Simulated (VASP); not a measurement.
# FeGe: cell size against the level of theory, part 2 of 4

Which functional gives the lattice of FeGe as experiment finds it, and is a dearer one worth its cost? The start is a cell from a database of measured crystal structures.

VASP 6.6.1, plane waves and PAW; the level of theory is named at each step.

So far. Step 2 (Relaxation with LDA): It ends with a largest force of 0.003 eV/Å and a pressure of 0.00 GPa. The volume lies -8.9 % from that of the database's start, which holds the thermal and zero-point expansion of its experiment. LDA is known to overbind. The conventional cell has a = 4.545 Å. The moments are lost on the way, which shrinks a magnet's cell; a magnetic solution may have been missed.

The database entry behind the starting cell differs from later determinations by our own check (about 0.2 % short), so it need not match the best structure at ambient conditions.

## Step 3: Relaxation with PBEsol

This step: PBEsol, spin-polarised from a ferromagnetic start; plane waves and PAW (Fe, Ge_d) (VASP 6.6.1).

PBEsol restores the gradient expansion of exchange and is tuned for the cells of solids.

Input file INCAR:

```
SYSTEM = FeGe
PREC = Accurate
ENCUT = 520
EDIFF = 1E-06
NELM = 100
ISMEAR = -1
SIGMA = 0.05
LREAL = .FALSE.
ALGO = Normal
GGA = PS
NBANDS = 65
ISPIN = 2
MAGMOM = 3 3 3 3 0 0 0 0
LASPH = .TRUE.
LMAXMIX = 4
LORBIT = 11
LWAVE = .FALSE.
LCHARG = .FALSE.
KPAR = 8
IBRION = 2
NSW = 60
ISIF = 3
EDIFFG = -0.01
```

Input file POSCAR:

```
FeGe
1.0
    4.6890000000      0.0000000000      0.0000000000
    0.0000000000      4.6890000000      0.0000000000
    0.0000000000      0.0000000000      4.6890000000
Fe Ge
4 4
Direct
    0.1350000000      0.1350000000      0.1350000000
    0.3650000000      0.8650000000      0.6350000000
    0.6350000000      0.3650000000      0.8650000000
    0.8650000000      0.6350000000      0.3650000000
    0.8420000000      0.8420000000      0.8420000000
    0.6580000000      0.1580000000      0.3420000000
    0.3420000000      0.6580000000      0.1580000000
    0.1580000000      0.3420000000      0.6580000000
```

Input file KPOINTS:

```
Automatic mesh
0
Gamma
5 5 5
0 0 0
```

PAW data sets: Fe and Ge_d (PBE family, release 64).

The run is started by

```
mpirun -np 8 vasp_std
```

The log of the run:

```text
[banner, memory and clock lines left out]
running    8 mpi-ranks, on    1 nodes
 distrk:  each k-point on    1 cores,    8 groups
 distr:  one band on    1 cores,    1 groups

 POSCAR found type information on POSCAR FeGe
 POSCAR found :  2 types and       8 ions
 [... a notice as in an earlier step ...]

 [... a notice as in an earlier step ...]

 LDA part: xc-table for (Slater+PW92), standard interpolation
 POSCAR, INCAR and KPOINTS ok, starting setup
 FFT: planning ... GRIDC
 FFT: planning ... GRID_SOFT
 FFT: planning ... GRID
 WAVECAR not read
 entering main loop
       N       E                     dE             d eps       ncg     rms          rms(c)
DAV:   1     0.972127292641E+03    0.97213E+03   -0.34097E+04  3613   0.361E+03
DAV:   2     0.150969990981E+03   -0.82116E+03   -0.75590E+03  2860   0.865E+02
DAV:   3    -0.449839641845E+02   -0.19595E+03   -0.18307E+03  2877   0.241E+02
DAV:   4    -0.619713590061E+02   -0.16987E+02   -0.16665E+02  3181   0.813E+01
DAV:   5    -0.623504453811E+02   -0.37909E+00   -0.37825E+00  3161   0.141E+01    0.271E+01
DAV:   6    -0.679243615846E+02   -0.55739E+01   -0.49514E+01  3525   0.707E+01    0.324E+01
DAV:   7    -0.569581095560E+02    0.10966E+02   -0.31390E+01  3271   0.548E+01    0.583E+00
DAV:   8    -0.570001778638E+02   -0.42068E-01   -0.20766E+00  3224   0.630E+00    0.302E+00
DAV:   9    -0.569238409721E+02    0.76337E-01   -0.11736E-01  3610   0.272E+00    0.134E+00
DAV:  10    -0.569114132649E+02    0.12428E-01   -0.18540E-02  3339   0.936E-01    0.373E-01
DAV:  11    -0.569100376798E+02    0.13756E-02   -0.27862E-03  3408   0.388E-01    0.118E-01
DAV:  12    -0.569099831600E+02    0.54520E-04   -0.34928E-04  3583   0.122E-01    0.752E-02
DAV:  13    -0.569099674306E+02    0.15729E-04   -0.30626E-05  3323   0.354E-02    0.292E-02
DAV:  14    -0.569099731093E+02   -0.56787E-05   -0.10223E-05  2783   0.244E-02    0.120E-02
DAV:  15    -0.569099727468E+02    0.36247E-06   -0.11722E-06  1727   0.105E-02
   1 F= -.56909973E+02 E0= -.56881196E+02  d E =-.569100E+02  mag=     4.2526
 curvature:   0.00 expect dE= 0.000E+00 dE for cont linesearch  0.000E+00
 trial: gam= 0.00000 g(F)=  0.394E-02 g(S)=  0.699E+00 ort = 0.000E+00 (trialstep = 0.100E+01)
 search vector abs. value=  0.703E+00
 bond charge predicted
       N       E                     dE             d eps       ncg     rms          rms(c)
DAV:   1    -0.687792219875E+02   -0.11869E+02   -0.14832E+02  3310   0.126E+02    0.266E+01
DAV:   2    -0.624689337156E+02    0.63103E+01   -0.27524E+01  3362   0.701E+01    0.170E+01
DAV:   3    -0.584930100797E+02    0.39759E+01   -0.13031E+01  3277   0.448E+01    0.977E+00
DAV:   4    -0.569474061357E+02    0.15456E+01   -0.23605E+00  3946   0.141E+01    0.288E+00
DAV:   5    -0.568928071226E+02    0.54599E-01   -0.28395E-01  3107   0.476E+00    0.185E+00
DAV:   6    -0.568694925888E+02    0.23315E-01   -0.59536E-02  3807   0.258E+00    0.515E-01
DAV:   7    -0.568674762976E+02    0.20163E-02   -0.68599E-03  3426   0.966E-01    0.251E-01
DAV:   8    -0.568676044654E+02   -0.12817E-03   -0.60711E-04  3798   0.167E-01    0.119E-01
DAV:   9    -0.568675994669E+02    0.49985E-05   -0.85743E-05  3650   0.837E-02    0.445E-02
DAV:  10    -0.568675986528E+02    0.81402E-06   -0.29407E-05  3197   0.507E-02    0.191E-02
DAV:  11    -0.568675996267E+02   -0.97383E-06   -0.24448E-06  2340   0.154E-02
   2 F= -.56867600E+02 E0= -.56836791E+02  d E =0.423731E-01  mag=     3.6206
[...]
3 F= -.57088146E+02 E0= -.57060867E+02  d E =-.178174E+00  mag=     4.0629
[...]
4 F= -.57089934E+02 E0= -.57062642E+02  d E =-.178791E-02  mag=     4.0626
[...]
5 F= -.57090893E+02 E0= -.57063591E+02  d E =-.274658E-02  mag=     4.0621
[...]
6 F= -.57090933E+02 E0= -.57063628E+02  d E =-.278628E-02  mag=     4.0618
[...]
7 F= -.57091145E+02 E0= -.57063909E+02  d E =-.212732E-03  mag=     4.0601
[...]
8 F= -.57091137E+02 E0= -.57063915E+02  d E =-.204589E-03  mag=     4.0596
 curvature:  -0.81 expect dE=-0.474E-03 dE for cont linesearch -0.760E-04
 ZBRENT: interpolating
 opt :   1.2458  next Energy=   -57.091148 (dE=-0.215E-03)
 bond charge predicted
       N       E                     dE             d eps       ncg     rms          rms(c)
DAV:   1    -0.570911894497E+02   -0.52129E-04   -0.25265E-03  4293   0.344E-01    0.523E-02
DAV:   2    -0.570911738347E+02    0.15615E-04   -0.15799E-04  3495   0.143E-01    0.403E-02
DAV:   3    -0.570911515372E+02    0.22297E-04   -0.53482E-05  3275   0.915E-02    0.189E-02
DAV:   4    -0.570911456743E+02    0.58629E-05   -0.94766E-06  3862   0.275E-02    0.570E-03
DAV:   5    -0.570911453351E+02    0.33921E-06   -0.88525E-07  1637   0.896E-03
   9 F= -.57091145E+02 E0= -.57063913E+02  d E =-.212761E-03  mag=     4.0599
 curvature:  -0.03 expect dE=-0.440E-06 dE for cont linesearch -0.370E-06
 trial: gam=-0.16897 g(F)=  0.160E-04 g(S)=  0.429E-06 ort = 0.659E-04 (trialstep = 0.119E+01)
 search vector abs. value=  0.313E-05
 reached required accuracy - stopping structural energy minimisation
```

Elapsed: 97 s, on 8 MPI ranks of Intel Xeon 6975P-C (Granite Rapids), shared host; peak memory 2.9 GiB; 12 min of CPU time.

OUTCAR, selected parts (step 3):

```text
 Found     11 irreducible k-points:

   NELECT =      88.0000    total number of electrons

 E-fermi :   8.5033

 spin component 1
 k-point     1 :       0.0000    0.0000    0.0000
  band No.  band energies     occupation
    ...
     43       7.7199      1.00000
     44       7.7199      1.00000
     45       8.3617      0.94437
     46       8.3617      0.94437
     47       8.3617      0.94437
     48      10.5347      0.00000
     49      10.5347      0.00000
     50      10.5347      0.00000
     51      11.4926      0.00000
     52      11.4926      0.00000
    ...

 k-point     2 :       0.2000    0.0000    0.0000
  band No.  band energies     occupation
    ...
     42       7.6528      1.00000
     43       7.7430      1.00000
     44       7.9009      0.99999
     45       8.1831      0.99835
     46       8.2653      0.99150
     47       9.0599      0.00001
     48       9.8369      0.00000
     49      10.1252      0.00000
     50      10.5209      0.00000
     51      10.5841      0.00000
    ...

 k-point     3 :       0.4000    0.0000    0.0000
  band No.  band energies     occupation
    ...
     42       7.5381      1.00000
     43       7.8181      1.00000
     44       7.8404      1.00000
     45       8.0506      0.99988
     46       8.1077      0.99963
     47       9.4698      0.00000
     48       9.5848      0.00000
     49       9.6916      0.00000
     50       9.7655      0.00000
     51      11.6228      0.00000
    ...

 k-point     4 :       0.2000    0.2000    0.0000
  band No.  band energies     occupation
    ...
     42       7.5410      1.00000
     43       7.6925      1.00000
     44       7.8514      1.00000
     45       8.0941      0.99972
     46       8.3491      0.95626
     47       9.0603      0.00001
     48       9.7493      0.00000
     49      10.0366      0.00000
     50      10.5617      0.00000
     51      10.7902      0.00000
    ...

  Total       -0.0048677     -0.0048677     -0.0048677      0.0000000      0.0000000     -0.0000000
  in kB       -0.0801758     -0.0801758     -0.0801758      0.0000000      0.0000000     -0.0000000
  external PRESSURE =      -0.0801758 kB  Pullay stress =       0.0000000 kB

  energy-cutoff  :      520.00
  volume of cell :       97.27
      direct lattice vectors                 reciprocal lattice vectors
     4.599009009 -0.000000000  0.000000000     0.217438148 -0.000000000  0.000000000
     0.000000000  4.599009009 -0.000000000     0.000000000  0.217438148  0.000000000
    -0.000000000 -0.000000000  4.599009009     0.000000000  0.000000000  0.217438148

 POSITION                                       TOTAL-FORCE (eV/Angst)
 -----------------------------------------------------------------------------------
      0.62682      0.62682      0.62682         0.001032      0.001032      0.001032
      1.67268      3.97219      2.92632        -0.001032     -0.001032      0.001032
      2.92632      1.67268      3.97219         0.001032     -0.001032     -0.001032
      3.97219      2.92632      1.67268        -0.001032      0.001032     -0.001032
      3.87178      3.87178      3.87178         0.005156      0.005156      0.005156
      3.02673      0.72723      1.57228        -0.005156     -0.005156      0.005156
      1.57228      3.02673      0.72723         0.005156     -0.005156     -0.005156
      0.72723      1.57228      3.02673        -0.005156      0.005156     -0.005156
 -----------------------------------------------------------------------------------
    total drift:                                0.000000      0.000000      0.000000

  FREE ENERGIE OF THE ION-ELECTRON SYSTEM (eV)
  ---------------------------------------------------
  free  energy   TOTEN  =       -57.0911453351 eV

  energy  without entropy=      -57.0366814617  energy(sigma->0) =      -57.06391340

 total charge
# of ion       s       p       d       tot
------------------------------------------
    1        0.397   0.543   6.509   7.449
    2        0.397   0.543   6.509   7.449
    3        0.397   0.543   6.509   7.449
    4        0.397   0.543   6.509   7.449
    5        1.112   1.287  10.139  12.538
    6        1.112   1.287  10.139  12.538
    7        1.112   1.287  10.139  12.538
    8        1.112   1.287  10.139  12.538
--------------------------------------------------
tot          6.036   7.320  66.591  79.948

 magnetization (x)
# of ion       s       p       d       tot
------------------------------------------
    1       -0.001  -0.002   1.107   1.104
    2       -0.001  -0.002   1.107   1.104
    3       -0.001  -0.002   1.107   1.104
    4       -0.001  -0.002   1.107   1.104
    5       -0.011  -0.053  -0.004  -0.068
    6       -0.011  -0.053  -0.004  -0.068
    7       -0.011  -0.053  -0.004  -0.068
    8       -0.011  -0.053  -0.004  -0.068
--------------------------------------------------
tot         -0.047  -0.222   4.413   4.144

[... 9 parts as in an earlier step ...]

[... 9 further parts left out ...]
```

CONTCAR:

```
FeGe
   1.00000000000000
     4.5990090085324855   -0.0000000000000000    0.0000000000000000
     0.0000000000000000    4.5990090085324855   -0.0000000000000000
    -0.0000000000000000   -0.0000000000000000    4.5990090085324855
  Fe              Ge
     4     4
Direct
     0.1362945102923418    0.1362945102923418    0.1362945102923418
     0.3637054897076583    0.8637054897076583    0.6362945102923417
     0.6362945102923417    0.3637054897076583    0.8637054897076583
     0.8637054897076583    0.6362945102923417    0.3637054897076583
     0.8418730617278118    0.8418730617278118    0.8418730617278118
     0.6581269382721882    0.1581269382721881    0.3418730617278118
     0.3418730617278118    0.6581269382721882    0.1581269382721881
     0.1581269382721881    0.3418730617278118    0.6581269382721882
```

The magnetic state follows from one typed start and may not be the lowest. The k-mesh is coarse for a metal. The PAW data sets were made with PBE, which is usual practice but a small mismatch for other functionals.

Step by step:

```csv
step,energy less that of the first step (eV),largest force (eV/Å),pressure (GPa),volume (Å³)
1,0.0000,0.1233,-9.66,103.10
2,0.0424,0.4256,13.12,91.93
3,-0.1782,0.1114,-0.04,97.59
4,-0.1800,0.0675,-0.13,97.52
5,-0.1809,0.0268,-0.11,97.44
6,-0.1810,0.0335,-0.10,97.41
7,-0.1812,0.0101,0.00,97.28
8,-0.1812,0.0046,0.29,97.25
9,-0.1812,0.0089,-0.01,97.27
```

```csv
"conventional cell, symmetrised",before,after,change
a (Å),4.689,4.599,-1.9 %
b (Å),4.689,4.599,-1.9 %
c (Å),4.689,4.599,-1.9 %
volume (Å³/atom),12.89,12.16,-5.6 %
```

The atoms that moved most (Å, as changes of fractional coordinates times the final cell):

```csv
atom,dx,dy,dz,length
Fe2,-0.006,-0.006,0.006,0.010
Fe3,0.006,-0.006,-0.006,0.010
Fe4,-0.006,0.006,-0.006,0.010
Fe1,0.006,0.006,0.006,0.010
```

The relaxed structure:

```xyz
8
Lattice="4.5990 0.0000 0.0000 0.0000 4.5990 0.0000 0.0000 0.0000 4.5990" Properties=species:S:1:pos:R:3 pbc="T T T"
Fe    0.6268    0.6268    0.6268
Fe    1.6727    3.9722    2.9263
Fe    2.9263    1.6727    3.9722
Fe    3.9722    2.9263    1.6727
Ge    3.8718    3.8718    3.8718
Ge    3.0267    0.7272    1.5723
Ge    1.5723    3.0267    0.7272
Ge    0.7272    1.5723    3.0267
```

This step gave:

- free energy (TOTEN): -57.0911 eV
- energy at zero smearing: -57.0639 eV
- Fermi energy: 8.503 eV
- pressure: -0.008018 GPa
- moment of the cell, from the last line of the log: 4.060 μB
- metallic: yes
- SCF cycles over all ionic steps: 73

Spin moment in the PAW sphere by atom:

```csv
atom,spin moment in the PAW sphere (μB)
Fe1,1.10
Fe2,1.10
Fe3,1.10
Fe4,1.10
Ge5,-0.07
Ge6,-0.07
Ge7,-0.07
Ge8,-0.07
```

It ends at 12.16 Å³/atom, -5.6 % from the start, with -0.01 GPa left. The conventional cell has a = 4.599 Å. The largest moment is 1.10 μB.

## Step 4: Relaxation with PBE

This step: PBE, spin-polarised from a ferromagnetic start; plane waves and PAW (Fe, Ge_d) (VASP 6.6.1).

PBE, the usual starting point, adds the gradient of the density.

Edit INCAR of step 3 so:

```diff
@@ -9,3 +9,3 @@
 ALGO = Normal
-GGA = PS
+GGA = PE
 NBANDS = 65
```

POSCAR is that of step 3.

KPOINTS is that of step 3.

The run is started by

```
mpirun -np 8 vasp_std
```

The log of the run:

```text
[banner, memory and clock lines left out]
running    8 mpi-ranks, on    1 nodes
[...]
[... a notice as in an earlier step ...]

 LDA part: xc-table for (Slater+PW92), standard interpolation
 POSCAR, INCAR and KPOINTS ok, starting setup
[...]
entering main loop
       N       E                     dE             d eps       ncg     rms          rms(c)
DAV:   1     0.975187240251E+03    0.97519E+03   -0.34167E+04  3612   0.362E+03
DAV:   2     0.155067493337E+03   -0.82012E+03   -0.75543E+03  2860   0.865E+02
DAV:   3    -0.393197762209E+02   -0.19439E+03   -0.18160E+03  2876   0.240E+02
DAV:   4    -0.560064963375E+02   -0.16687E+02   -0.16380E+02  3206   0.805E+01
[...]
DAV:  13    -0.518319664820E+02    0.96571E-05   -0.30774E-05  3452   0.373E-02    0.260E-02
DAV:  14    -0.518319733303E+02   -0.68483E-05   -0.13638E-05  2773   0.266E-02    0.132E-02
DAV:  15    -0.518319730229E+02    0.30744E-06   -0.12535E-06  1762   0.106E-02
   1 F= -.51831973E+02 E0= -.51803332E+02  d E =-.518320E+02  mag=     4.2801
[... from here on, the cycles between the ionic steps are left out ...]
   2 F= -.51832387E+02 E0= -.51805274E+02  d E =-.414385E-03  mag=     4.1758
   3 F= -.51843902E+02 E0= -.51816184E+02  d E =-.119293E-01  mag=     4.2243
   4 F= -.51843888E+02 E0= -.51816155E+02  d E =-.119153E-01  mag=     4.2252
   5 F= -.51843955E+02 E0= -.51816222E+02  d E =-.670925E-04  mag=     4.2237
   6 F= -.51843962E+02 E0= -.51816229E+02  d E =-.735678E-04  mag=     4.2234
[...]
reached required accuracy - stopping structural energy minimisation
```

Wall time 64 s (8 MPI ranks); peak memory 2.9 GiB.

Parts of OUTCAR (step 4):

```text
  Total       -0.0047314     -0.0047314     -0.0047314      0.0000000      0.0000000      0.0000000
  in kB       -0.0745952     -0.0745952     -0.0745952      0.0000000      0.0000000      0.0000000
  external PRESSURE =      -0.0745952 kB  Pullay stress =       0.0000000 kB

 POSITION                                       TOTAL-FORCE (eV/Angst)
 -----------------------------------------------------------------------------------
      0.62951      0.62951      0.62951        -0.000086     -0.000086     -0.000086
      1.70377      4.03704      2.96278         0.000086      0.000086     -0.000086
      2.96278      1.70377      4.03704        -0.000086      0.000086      0.000086
      4.03704      2.96278      1.70377         0.000086     -0.000086      0.000086
      3.92812      3.92812      3.92812        -0.004444     -0.004444     -0.004444
      3.07171      0.73843      1.59484         0.004444      0.004444     -0.004444
      1.59484      3.07171      0.73843        -0.004444      0.004444      0.004444
      0.73843      1.59484      3.07171         0.004444     -0.004444      0.004444
 -----------------------------------------------------------------------------------
    total drift:                               -0.000000      0.000000      0.000000

  FREE ENERGIE OF THE ION-ELECTRON SYSTEM (eV)
  ---------------------------------------------------
  free  energy   TOTEN  =       -51.8439618892 eV

  energy  without entropy=      -51.7884955512  energy(sigma->0) =      -51.81622872

 magnetization (x)
# of ion       s       p       d       tot
------------------------------------------
    1       -0.000  -0.005   1.176   1.170
    2       -0.000  -0.005   1.176   1.170
    3       -0.000  -0.005   1.176   1.170
    4       -0.000  -0.005   1.176   1.170
    5       -0.012  -0.062  -0.006  -0.079
    6       -0.012  -0.062  -0.006  -0.079
    7       -0.012  -0.062  -0.006  -0.079
    8       -0.012  -0.062  -0.006  -0.079
--------------------------------------------------
tot         -0.048  -0.269   4.680   4.363

[... 2 parts as in an earlier step ...]

[... 2 further parts left out ...]
[key lines of the parts left out:]
E-fermi :   8.1756
```

Step by step:

```csv
step,energy less that of the first step (eV),largest force (eV/Å),pressure (GPa),volume (Å³)
1,0.0000,0.0551,-2.47,103.10
2,-0.0004,0.0716,2.39,100.16
3,-0.0119,0.0214,0.02,101.63
4,-0.0119,0.0222,-0.25,101.66
5,-0.0120,0.0101,0.09,101.63
6,-0.0120,0.0077,-0.01,101.62
```

```csv
"conventional cell, symmetrised",before,after,change
a (Å),4.689,4.667,-0.5 %
b (Å),4.689,4.667,-0.5 %
c (Å),4.689,4.667,-0.5 %
volume (Å³/atom),12.89,12.70,-1.4 %
```

Final coordinates:

```
Fe Ge
1.0
     4.66655    0.00000    0.00000
     0.00000    4.66655    0.00000
     0.00000    0.00000    4.66655
Fe Ge
4 4
Direct
  0.13490 0.13490 0.13490
  0.36510 0.86510 0.63490
  0.63490 0.36510 0.86510
  0.86510 0.63490 0.36510
  0.84176 0.84176 0.84176
  0.65824 0.15824 0.34176
  0.34176 0.65824 0.15824
  0.15824 0.34176 0.65824
```

Spin moment in the PAW sphere by atom:

```csv
atom,spin moment in the PAW sphere (μB)
Fe1,1.17
Fe2,1.17
Fe3,1.17
Fe4,1.17
Ge5,-0.08
Ge6,-0.08
Ge7,-0.08
Ge8,-0.08
```

It ends at 12.70 Å³/atom, -1.4 % from the start, with -0.01 GPa left. The conventional cell has a = 4.667 Å. Against its usual tendency, PBE gives a cell smaller than the listed one. The largest moment is 1.17 μB.

(Part 2 of 4 ends here.)

[Lines on the potential files, build, host, timing and source positions are cut from VASP's logs without a mark.]

[Logs are printed without paths, hosts, clocks, repeated set-up lines and the standing remarks that a program may print on its own settings, such as how far it seeks lower states.]

[Hosts, paths, dates, database ids (printed as entryN), source tags and the programs' standing remarks are cut or masked in the printed files.]

[A measured line is paired with the nearest computed mode of its activity, which favours agreement.]
